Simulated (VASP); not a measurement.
Calculation: PBEsol GGA, VASP's PBE PAW potentials (set 64) (plane waves; VASP).

VASP input:

POSCAR:
```
HgTe
1
    3.7142620540     0.0000000000     0.0000000000
    0.0000000000     3.7142620540     0.0000000000
    0.0000000000     0.0000000000     3.7142620540
Hg Te
1 1
Direct
  0.0000000000   0.0000000000   0.0000000000
  0.5000000000   0.5000000000   0.5000000000
```

**INCAR**
```
! general
SYSTEM   =  HgTe
PREC     =  Accurate
ENCUT    =  500
LREAL    =  .FALSE.
LASPH    =  .TRUE.

! electronic loop
EDIFF    =  1E-6
NELM     =  100
ALGO     =  Normal
LMAXMIX  =  6

! smearing
ISMEAR   =  1
SIGMA    =  0.1

! functional
GGA      =  PS

! ions
IBRION   =  2
NSW      =  40
ISIF     =  3
EDIFFG   =  -0.02
PSTRESS  =  50

! output
LWAVE    =  .FALSE.
LCHARG   =  .FALSE.
```

KPOINTS:
```
Regular mesh
0
gamma
10 10 10
```

POTCAR, in this order: Hg Te (PBE.64 set). Program: vasp_std.

Output of the run:

### OSZICAR
```
       N       E                     dE             d eps       ncg     rms          rms(c)
DAV:   1     0.104972837555E+03    0.10497E+03   -0.83683E+03  1472   0.121E+03
DAV:   2    -0.996913939300E-01   -0.10507E+03   -0.99372E+02  1576   0.269E+02
DAV:   3    -0.378136368545E+01   -0.36817E+01   -0.36460E+01  1716   0.530E+01
DAV:   4    -0.380616293538E+01   -0.24799E-01   -0.24779E-01  1613   0.415E+00
DAV:   5    -0.380649193809E+01   -0.32900E-03   -0.32900E-03  1786   0.485E-01    0.816E+00
DAV:   6    -0.371167973372E+01    0.94812E-01   -0.26237E-01  1601   0.735E+00    0.578E+00
DAV:   7    -0.370681771515E+01    0.48620E-02   -0.41792E-02  1611   0.179E+00    0.152E+00
DAV:   8    -0.370602674024E+01    0.79097E-03   -0.50169E-03  1541   0.101E+00    0.195E-01
DAV:   9    -0.370602440341E+01    0.23368E-05   -0.23429E-04  1666   0.168E-01    0.631E-02
DAV:  10    -0.370603347635E+01   -0.90729E-05   -0.12645E-05  1611   0.338E-02    0.313E-02
DAV:  11    -0.370603725606E+01   -0.37797E-05   -0.27177E-06  1535   0.189E-02    0.436E-03
DAV:  12    -0.370603724350E+01    0.12561E-07   -0.84410E-08   858   0.390E-03
   1 F= -.21069320E+01 E0= -.21070459E+01  d E =-.210693E+01
       N       E                     dE             d eps       ncg     rms          rms(c)
DAV:   1    -0.580836810229E+01   -0.21023E+01   -0.44002E+01  1571   0.817E+01    0.952E+00
DAV:   2    -0.371300245022E+01    0.20954E+01   -0.66277E+00  1516   0.398E+01    0.285E+00
DAV:   3    -0.358573214167E+01    0.12727E+00   -0.43249E-01  1491   0.578E+00    0.191E+00
DAV:   4    -0.355901171751E+01    0.26720E-01   -0.42927E-02  1534   0.127E+00    0.805E-01
DAV:   5    -0.355699251812E+01    0.20192E-02   -0.65500E-03  1606   0.649E-01    0.651E-01
DAV:   6    -0.355698225185E+01    0.10266E-04   -0.90699E-04  1501   0.317E-01    0.214E-01
DAV:   7    -0.355698930148E+01   -0.70496E-05   -0.81260E-05  1566   0.715E-02    0.796E-02
DAV:   8    -0.355698966958E+01   -0.36810E-06   -0.55737E-06  1476   0.314E-02
   2 F= -.21342004E+01 E0= -.21340848E+01  d E =-.272684E-01
       N       E                     dE             d eps       ncg     rms          rms(c)
DAV:   1    -0.399402183296E+01   -0.43703E+00   -0.72462E+00  1561   0.350E+01    0.485E+00
DAV:   2    -0.369211612394E+01    0.30191E+00   -0.78432E-01  1471   0.137E+01    0.192E+00
DAV:   3    -0.366331769258E+01    0.28798E-01   -0.69575E-02  1571   0.297E+00    0.169E+00
DAV:   4    -0.365660457512E+01    0.67131E-02   -0.11274E-02  1511   0.804E-01    0.403E-01
DAV:   5    -0.365634587429E+01    0.25870E-03   -0.91122E-04  1526   0.319E-01    0.387E-01
DAV:   6    -0.365631470780E+01    0.31166E-04   -0.72407E-05  1501   0.692E-02    0.283E-01
DAV:   7    -0.365619303478E+01    0.12167E-03   -0.36867E-04  1719   0.281E-01    0.633E-02
DAV:   8    -0.365619584846E+01   -0.28137E-05   -0.47871E-05  1516   0.592E-02    0.456E-02
DAV:   9    -0.365619395217E+01    0.18963E-05   -0.24161E-06  1458   0.142E-02    0.579E-03
DAV:  10    -0.365619374419E+01    0.20798E-06   -0.14257E-06   903   0.148E-02
   3 F= -.21639706E+01 E0= -.21639323E+01  d E =-.570386E-01
```

### OUTCAR
```
------------------------ aborting loop because EDIFF is reached ----------------------------------------
  FORCE on cell =-STRESS in cart. coord.  units (eV):
  Direction    XX          YY          ZZ          XY          YZ          ZX
  --------------------------------------------------------------------------------------
  Total        1.4863001      1.4863001      1.4863001     -0.0000000      0.0000000     -0.0000000
  in kB       49.8015346     49.8015346     49.8015346     -0.0000000      0.0000000     -0.0000000
  external PRESSURE =      -0.1984654 kB  Pullay stress =      50.0000000 kB
  volume of cell :       47.82
      direct lattice vectors                 reciprocal lattice vectors
     3.629594574 -0.000000000  0.000000000     0.275512865 -0.000000000  0.000000000
     0.000000000  3.629594574  0.000000000     0.000000000  0.275512865  0.000000000
    -0.000000000 -0.000000000  3.629594574    -0.000000000 -0.000000000  0.275512865
 POSITION                                       TOTAL-FORCE (eV/Angst)
 -----------------------------------------------------------------------------------
      0.00000      0.00000      0.00000        -0.000000     -0.000000      0.000000
      1.81480      1.81480      1.81480         0.000000      0.000000      0.000000
 -----------------------------------------------------------------------------------
    total drift:                               -0.000000      0.000000     -0.000000
  FREE ENERGIE OF THE ION-ELECTRON SYSTEM (eV)
  ---------------------------------------------------
  free  energy   TOTEN  =        -3.6561937442 eV

  energy  without entropy=       -3.6560787957  energy(sigma->0) =       -3.65615543
  enthalpy is  TOTEN    =        -2.1639705955 eV   P V=        1.4922231487

 reached required accuracy - stopping structural energy minimisation
```
(Selected blocks of OUTCAR.)

CONTCAR:
```
HgTe
   1.00000000000000
     3.6295945736786641   -0.0000000000000000    0.0000000000000000
     0.0000000000000000    3.6295945736786641    0.0000000000000000
    -0.0000000000000000   -0.0000000000000000    3.6295945736786641
  Hg              Te
     1     1
Direct
     0.0000000000000000    0.0000000000000000    0.0000000000000000
     0.5000000000000000    0.5000000000000000    0.5000000000000000
```

Energy and stress use the plane-wave basis of the starting cell.

The structure was generated: HgTe was put into the CsCl type type (Pm-3m), which need not be its known phase. This run relaxes it under an external pressure of 5 GPa. Symmetry was kept, so distortions that lower it aren't found.
